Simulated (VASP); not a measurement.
# GaP: what each functional gives for the gap

Aim: the gap of GaP on one structure at many levels of theory. The starting structure is a measured crystal structure from the Crystallography Open Database. Cell and atoms stay as given. Meshes and data sets differ where the inputs say so.

Main program and level: VASP 6.6.1; Kohn-Sham DFT with plane waves and PAW; 9 levels of theory, named at each step.

### 1. The starting structure

The structure is cubic, space group F-43m (No. 216). Conventional cell: a = 5.451 Å, b = 5.451 Å, c = 5.451 Å, α = 90.00°, β = 90.00°, γ = 90.00°. Ga has 4 P at 2.36 Å nearest. Nearest to P lie 4 Ga at 2.36 Å. Farther neighbours are not listed.

As a file:

```xyz
2
Lattice="0.0000 2.7252 2.7252 2.7252 0.0000 2.7252 2.7252 2.7252 0.0000" Properties=species:S:1:pos:R:3 pbc="T T T"
Ga    0.0000    0.0000    0.0000
P     4.0879    4.0879    4.0879
```

### 2. Bands with LDA

LDA, the lowest rung, knows the local density alone.

File INCAR:

```
SYSTEM = GaP
PREC = Accurate
ENCUT = 350
EDIFF = 1E-06
NELM = 100
ISMEAR = 0
SIGMA = 0.03
LREAL = .FALSE.
ALGO = Normal
GGA = CA
NBANDS = 21
LORBIT = 11
LWAVE = .FALSE.
LCHARG = .FALSE.
KPAR = 4
```

File POSCAR:

```
GaP
1.0
    0.0000000000      2.7252500000      2.7252500000
    2.7252500000      0.0000000000      2.7252500000
    2.7252500000      2.7252500000      0.0000000000
Ga P
1 1
Direct
    0.0000000000      0.0000000000      0.0000000000
    0.7500000000      0.7500000000      0.7500000000
```

File KPOINTS:

```
Automatic mesh
0
Gamma
8 8 8
0 0 0
```

File KPOINTS_OPT:

```
Line mode
10
Line-mode
Reciprocal
  0.00000000   0.00000000   0.00000000 GAMMA
  0.50000000   0.00000000   0.50000000 X

  0.50000000   0.00000000   0.50000000 X
  0.50000000   0.25000000   0.75000000 W

  0.50000000   0.25000000   0.75000000 W
  0.37500000   0.37500000   0.75000000 K

  0.37500000   0.37500000   0.75000000 K
  0.00000000   0.00000000   0.00000000 GAMMA

  0.00000000   0.00000000   0.00000000 GAMMA
  0.50000000   0.50000000   0.50000000 L

  0.50000000   0.50000000   0.50000000 L
  0.62500000   0.25000000   0.62500000 U

  0.62500000   0.25000000   0.62500000 U
  0.50000000   0.25000000   0.75000000 W

  0.50000000   0.25000000   0.75000000 W
  0.50000000   0.50000000   0.50000000 L

  0.50000000   0.50000000   0.50000000 L
  0.37500000   0.37500000   0.75000000 K

  0.62500000   0.25000000   0.62500000 U
  0.50000000   0.00000000   0.50000000 X
```

PAW data sets: Ga_d and P (LDA family, release 64).

Command:

```console
> mpirun -np 4 vasp_std
```

Log:

```text
[banner, memory and clock lines left out]
running    4 mpi-ranks, on    1 nodes
 distrk:  each k-point on    1 cores,    4 groups
 distr:  one band on    1 cores,    1 groups

 POSCAR found type information on POSCAR GaP
 POSCAR found :  2 types and       2 ions
 LDA part: xc-table for (Slater(with rela. corr.)+CA(PZ))
 , standard interpolation
 POSCAR, INCAR and KPOINTS ok, starting setup
 FFT: planning ... GRIDC
 FFT: planning ... GRID_SOFT
 FFT: planning ... GRID
 WAVECAR not read
 entering main loop
       N       E                     dE             d eps       ncg     rms          rms(c)
DAV:   1     0.891329863768E+02    0.89133E+02   -0.67852E+03  1366   0.982E+02
DAV:   2    -0.195010394536E+01   -0.91083E+02   -0.84764E+02  1315   0.269E+02
DAV:   3    -0.106104447362E+02   -0.86603E+01   -0.85863E+01  1446   0.588E+01
DAV:   4    -0.107570654068E+02   -0.14662E+00   -0.14653E+00  1449   0.808E+00
DAV:   5    -0.107588560150E+02   -0.17906E-02   -0.17905E-02  1424   0.889E-01    0.431E+00
DAV:   6    -0.104918114090E+02    0.26704E+00   -0.23712E-01  1847   0.766E+00    0.278E+00
DAV:   7    -0.104449707226E+02    0.46841E-01   -0.62301E-02  1516   0.145E+00    0.102E+00
DAV:   8    -0.104402324276E+02    0.47383E-02   -0.95291E-03  1417   0.837E-01    0.216E-01
DAV:   9    -0.104401813933E+02    0.51034E-04   -0.89494E-04  1755   0.294E-01    0.629E-02
DAV:  10    -0.104401803640E+02    0.10293E-05   -0.43848E-05  1766   0.665E-02    0.293E-02
DAV:  11    -0.104401863679E+02   -0.60039E-05   -0.93210E-06  1432   0.331E-02    0.943E-03
DAV:  12    -0.104401861607E+02    0.20722E-06   -0.33075E-07   958   0.435E-03
   1 F= -.10440186E+02 E0= -.10440186E+02  d E =-.450200E-15
 Start KPOINTS_OPT (optional k-point list driver)
k-point batch [1-29\100]
       N       E                     dE             ncg
DAV:   1    -0.234821983168E+03   -0.13322E+05     1393
DAV:   2    -0.286160072649E+04   -0.26268E+04     1308
DAV:   3    -0.311322408606E+04   -0.25162E+03     1505
DAV:   4    -0.311743286403E+04   -0.42088E+01     1485
DAV:   5    -0.311748152878E+04   -0.48665E-01     1443
DAV:   6    -0.311748325021E+04   -0.17214E-02     1745
DAV:   7    -0.311748326645E+04   -0.16243E-04     1421
DAV:   8    -0.311748326694E+04   -0.48415E-06     1216
[...]
k-point batch [88-100\100]
       N       E                     dE             ncg
DAV:   1     0.801117352429E+04   -0.75086E+04      584
DAV:   2     0.674312964641E+04   -0.12680E+04      580
DAV:   3     0.662120452583E+04   -0.12193E+03      730
DAV:   4     0.661897460730E+04   -0.22299E+01      655
DAV:   5     0.661895113626E+04   -0.23471E-01      629
DAV:   6     0.661895030302E+04   -0.83324E-03      802
DAV:   7     0.661895030112E+04   -0.19028E-05      633
DAV:   8     0.661895030108E+04   -0.38198E-07      565
```

It took 3.8 s on 4 MPI ranks of Intel Xeon 6975P-C (Granite Rapids), shared host; peak memory 0.52 GiB.

Lines that name or quote the potential files are left out of all logs, and their timing lines are given in words.

OUTCAR, selected parts (step 2):

```text
ion  position               nearest neighbor table
   1  0.000  0.000  0.000-   2 2.36   2 2.36   2 2.36   2 2.36
   2  0.750  0.750  0.750-   1 2.36   1 2.36   1 2.36   1 2.36

  LATTYP: Found a face centered cubic cell.
 ALAT       =     5.4505000000

 Subroutine GETGRP returns: Found 24 space group operations
 (whereof 24 operations were pure point group operations)

The static configuration has the point symmetry T_d .

 Found     29 irreducible k-points:

   k-points           NKPTS =     29   k-points in BZ     NKDIM =     29   number of bands    NBANDS=     21

   dimension x,y,z NGX =    24 NGY =   24 NGZ =   24
   dimension x,y,z NGXF=    48 NGYF=   48 NGZF=   48

   ENCUT  =  350.0 eV  25.72 Ry    5.07 a.u.   5.88  5.88  5.88*2*pi/ulx,y,z

   NELECT =      18.0000    total number of electrons

 k-points in reciprocal lattice and weights: Automatic mesh
   0.00000000  0.00000000  0.00000000       0.002
   0.12500000  0.00000000  0.00000000       0.016
   0.25000000  0.00000000  0.00000000       0.016
   0.37500000  0.00000000  0.00000000       0.016
   0.50000000  0.00000000  0.00000000       0.008
   0.12500000  0.12500000  0.00000000       0.012
   0.25000000  0.12500000  0.00000000       0.047
   0.37500000  0.12500000  0.00000000       0.047
   0.50000000  0.12500000  0.00000000       0.047
[...]
-0.37500000  0.50000000  0.12500000       0.023
  -0.25000000  0.50000000  0.25000000       0.012

 average (electrostatic) potential at core
       1 -66.5520       2 -84.6284

 E-fermi :   4.6583

 k-point     1 :       0.0000    0.0000    0.0000
  band No.  band energies     occupation
    ...
      5     -10.0922      2.00000
      6      -8.0050      2.00000
      7       4.5049      2.00000
      8       4.5049      2.00000
      9       4.5049      2.00000
     10       6.1411      0.00000
     11       8.2974      0.00000
     12       8.2974      0.00000
     13       8.2974      0.00000
     14      12.9976      0.00000
    ...

 k-point     2 :       0.1250    0.0000    0.0000
  band No.  band energies     occupation
    ...
      5     -10.0921      2.00000
      6      -7.8027      2.00000
      7       2.8334      2.00000
      8       4.2710      2.00000
      9       4.2710      2.00000
     10       6.8030      0.00000
     11       8.6508      0.00000
     12       8.6508      0.00000
     13       8.8519      0.00000
     14      13.6411      0.00000
    ...

 k-point     3 :       0.2500    0.0000    0.0000
  band No.  band energies     occupation
    ...
      5     -10.0909      2.00000
      6      -7.2275      2.00000
      7       0.5746      2.00000
      8       3.8334      2.00000
      9       3.8334      2.00000
     10       6.5080      0.00000
     11       9.1606      0.00000
     12       9.1606      0.00000
     13      10.6945      0.00000
     14      13.4393      0.00000
    ...

  Total       -0.7129738     -0.7129738     -0.7129738      0.0000000      0.0000000     -0.0000000
  in kB      -28.2185771    -28.2185771    -28.2185771      0.0000000      0.0000000     -0.0000000
  external PRESSURE =     -28.2185771 kB  Pullay stress =       0.0000000 kB

  energy-cutoff  :      350.00
  volume of cell :       40.48
      direct lattice vectors                 reciprocal lattice vectors
     0.000000000  2.725250000  2.725250000    -0.183469406  0.183469406  0.183469406
     2.725250000  0.000000000  2.725250000     0.183469406 -0.183469406  0.183469406
     2.725250000  2.725250000  0.000000000     0.183469406  0.183469406 -0.183469406

 POSITION                                       TOTAL-FORCE (eV/Angst)
 -----------------------------------------------------------------------------------
      0.00000      0.00000      0.00000         0.000000     -0.000000      0.000000
      4.08788      4.08788      4.08788        -0.000000      0.000000     -0.000000
 -----------------------------------------------------------------------------------
    total drift:                               -0.000000     -0.000000     -0.000001

  FREE ENERGIE OF THE ION-ELECTRON SYSTEM (eV)
  ---------------------------------------------------
  free  energy   TOTEN  =       -10.4401861607 eV

  energy  without entropy=      -10.4401861607  energy(sigma->0) =      -10.44018616

 total charge
# of ion       s       p       d       tot
------------------------------------------
    1        0.875   0.859  10.009  11.744
    2        1.025   1.513   0.000   2.538
--------------------------------------------------
tot          1.900   2.373  10.009  14.282

[... 3 further parts left out ...]
```

Spin-orbit coupling is off here; it would split degenerate levels. At this level the cell is under a tension of 2.8 GPa, so at these settings it is away from equilibrium.

LDA gives a least gap of 1.445 eV, and a least direct gap of 1.636 eV.

### 3. Bands with PBE

PBE, the usual starting point, adds the gradient of the density.

INCAR, as its differences from that of step 2:

```diff
@@ -9,3 +9,3 @@
 ALGO = Normal
-GGA = CA
+GGA = PE
 NBANDS = 21
```

POSCAR is that of step 2.

KPOINTS is that of step 2.

KPOINTS_OPT is that of step 2.

The projector-augmented-wave data sets are Ga_d and P (PBE family, release 64).

Command:

```console
> mpirun -np 4 vasp_std
```

Log:

```text
[banner, memory and clock lines left out]
running    4 mpi-ranks, on    1 nodes
[...]
LDA part: xc-table for (Slater+PW92), standard interpolation
 POSCAR, INCAR and KPOINTS ok, starting setup
[...]
entering main loop
       N       E                     dE             d eps       ncg     rms          rms(c)
DAV:   1     0.899220990589E+02    0.89922E+02   -0.67816E+03  1379   0.986E+02
DAV:   2    -0.581039419739E+00   -0.90503E+02   -0.84182E+02  1333   0.270E+02
DAV:   3    -0.923616140524E+01   -0.86551E+01   -0.85807E+01  1461   0.587E+01
DAV:   4    -0.938210565255E+01   -0.14594E+00   -0.14587E+00  1457   0.804E+00
[...]
DAV:  10    -0.911296973221E+01   -0.69392E-04   -0.85886E-05  1557   0.819E-02    0.394E-02
DAV:  11    -0.911303600043E+01   -0.66268E-04   -0.75204E-05  1303   0.561E-02    0.511E-03
DAV:  12    -0.911303598943E+01    0.10992E-07   -0.16923E-06  1462   0.115E-02
   1 F= -.91130360E+01 E0= -.91130360E+01  d E =-.109473E-13
 Start KPOINTS_OPT (optional k-point list driver)
k-point batch [1-29\100]
       N       E                     dE             ncg
DAV:   1    -0.112160687992E+03   -0.13200E+05     1393
DAV:   2    -0.273597046120E+04   -0.26238E+04     1303
DAV:   3    -0.298467206202E+04   -0.24870E+03     1516
DAV:   4    -0.298873901859E+04   -0.40670E+01     1498
DAV:   5    -0.298878573988E+04   -0.46721E-01     1444
DAV:   6    -0.298878737822E+04   -0.16383E-02     1767
DAV:   7    -0.298878739099E+04   -0.12773E-04     1390
DAV:   8    -0.298878739145E+04   -0.46247E-06     1229
[...]
k-point batch [88-100\100]
       N       E                     dE             ncg
DAV:   1     0.806474061765E+04   -0.74551E+04      584
DAV:   2     0.679941969879E+04   -0.12653E+04      567
DAV:   3     0.667885070189E+04   -0.12057E+03      728
DAV:   4     0.667673674928E+04   -0.21140E+01      655
DAV:   5     0.667671525299E+04   -0.21496E-01      637
DAV:   6     0.667671448676E+04   -0.76622E-03      796
DAV:   7     0.667671448205E+04   -0.47083E-05      623
DAV:   8     0.667671448182E+04   -0.23796E-06      545
```

It took 4 s on 4 MPI ranks; peak memory 0.57 GiB; 13 s of CPU time.

OUTCAR, selected parts (step 3):

```text
  Total        0.5784760      0.5784760      0.5784760      0.0000000      0.0000000     -0.0000000
  in kB       22.8953277     22.8953277     22.8953277      0.0000000      0.0000000     -0.0000000
  external PRESSURE =      22.8953277 kB  Pullay stress =       0.0000000 kB

 POSITION                                       TOTAL-FORCE (eV/Angst)
 -----------------------------------------------------------------------------------
      0.00000      0.00000      0.00000        -0.000000     -0.000000     -0.000000
      4.08788      4.08788      4.08788         0.000000      0.000000      0.000000
 -----------------------------------------------------------------------------------
    total drift:                               -0.000004     -0.000004     -0.000004

  FREE ENERGIE OF THE ION-ELECTRON SYSTEM (eV)
  ---------------------------------------------------
  free  energy   TOTEN  =        -9.1130359894 eV

  energy  without entropy=       -9.1130359894  energy(sigma->0) =       -9.11303599

[... 2 parts as in an earlier step ...]

[... 1 further part left out ...]
[key lines of the parts left out:]
E-fermi :   4.7964
```

PBE gives a least gap of 1.595 eV, and a least direct gap of 1.823 eV. The least gap is +0.150 eV from that of LDA.

### 4. Bands with r2SCAN

r2SCAN adds the kinetic-energy density, costs more than a GGA and is run with LASPH.

INCAR, as its differences from that of step 3:

```diff
@@ -9,3 +9,4 @@
 ALGO = Normal
-GGA = PE
+METAGGA = R2SCAN
+LASPH = .TRUE.
 NBANDS = 21
```

POSCAR is that of step 3.

KPOINTS is that of step 3.

KPOINTS_OPT is that of step 3.

Command:

```console
> mpirun -np 4 vasp_std
```

Log:

```text
[banner, memory and clock lines left out]
running    4 mpi-ranks, on    1 nodes
[...]
|                                                                             |
|               ----> ADVICE to this user running VASP <----                  |
|                                                                             |
|     You enforced a specific xc type in the INCAR file but a different       |
|     [... a line on the potential file left out ...]
|     I HOPE YOU KNOW WHAT YOU ARE DOING!                                     |
|                                                                             |

 LDA part: xc-table for (None), standard interpolation
 POSCAR, INCAR and KPOINTS ok, starting setup
[...]
entering main loop
       N       E                     dE             d eps       ncg     rms          rms(c)
DAV:   1     0.786590623711E+02    0.78659E+02   -0.69600E+03  1358   0.101E+03
DAV:   2    -0.147607025036E+02   -0.93420E+02   -0.87091E+02  1310   0.277E+02
[...]
DAV:  11    -0.214609771229E+02    0.59134E-05   -0.14662E-05  1338   0.232E-02    0.874E-03
DAV:  12    -0.214609768477E+02    0.27518E-06   -0.93248E-07  1284   0.654E-03
   1 F= -.21460977E+02 E0= -.21460977E+02  d E =-.397214E-31
 Start KPOINTS_OPT (optional k-point list driver)
k-point batch [1-29\100]
       N       E                     dE             ncg
DAV:   1    -0.292764180138E+03   -0.13380E+05     1388
DAV:   2    -0.299838208859E+04   -0.27056E+04     1287
DAV:   3    -0.325420391870E+04   -0.25582E+03     1534
DAV:   4    -0.325837813754E+04   -0.41742E+01     1493
DAV:   5    -0.325842477514E+04   -0.46638E-01     1443
DAV:   6    -0.325842637819E+04   -0.16030E-02     1747
DAV:   7    -0.325842639125E+04   -0.13066E-04     1377
DAV:   8    -0.325842639177E+04   -0.51822E-06     1192
[...]
k-point batch [88-100\100]
       N       E                     dE             ncg
DAV:   1     0.800299132048E+04   -0.75168E+04      576
DAV:   2     0.668136434951E+04   -0.13216E+04      577
DAV:   3     0.655675834341E+04   -0.12461E+03      683
DAV:   4     0.655445615321E+04   -0.23022E+01      663
DAV:   5     0.655443330558E+04   -0.22848E-01      634
DAV:   6     0.655443246456E+04   -0.84102E-03      806
DAV:   7     0.655443245627E+04   -0.82854E-05      639
DAV:   8     0.655443245606E+04   -0.21319E-06      580
```

It took 13 s on 4 MPI ranks; peak memory 0.57 GiB; 48 s of CPU time.

Parts of OUTCAR (step 4):

```text
  Total       -0.0114090     -0.0114090     -0.0114090      0.0000000      0.0000000      0.0000000
  in kB       -0.4515550     -0.4515550     -0.4515550      0.0000000      0.0000000      0.0000000
  external PRESSURE =      -0.4515550 kB  Pullay stress =       0.0000000 kB

 POSITION                                       TOTAL-FORCE (eV/Angst)
 -----------------------------------------------------------------------------------
      0.00000      0.00000      0.00000        -0.000000     -0.000000      0.000000
      4.08788      4.08788      4.08788         0.000000      0.000000     -0.000000
 -----------------------------------------------------------------------------------
    total drift:                                0.000043      0.000043      0.000041

  FREE ENERGIE OF THE ION-ELECTRON SYSTEM (eV)
  ---------------------------------------------------
  free  energy   TOTEN  =       -21.4609768477 eV

  energy  without entropy=      -21.4609768477  energy(sigma->0) =      -21.46097685

[... 2 parts as in an earlier step ...]

[... 1 further part left out ...]
[key lines of the parts left out:]
E-fermi :   4.6995
```

r2SCAN gives a least gap of 1.858 eV, and a least direct gap of 2.345 eV. The least gap is +0.413 eV from that of LDA.

[end of part 1 of 3]

[Lines on the potential files, build, host, timing and source positions are cut from VASP's logs without a mark.]

[Logs are printed without paths, hosts, clocks, repeated set-up lines and the standing remarks that a program may print on its own settings, such as how far it seeks lower states.]

[Hosts, paths, dates, database ids (printed as entryN), source tags and the programs' standing remarks are cut or masked in the printed files.]
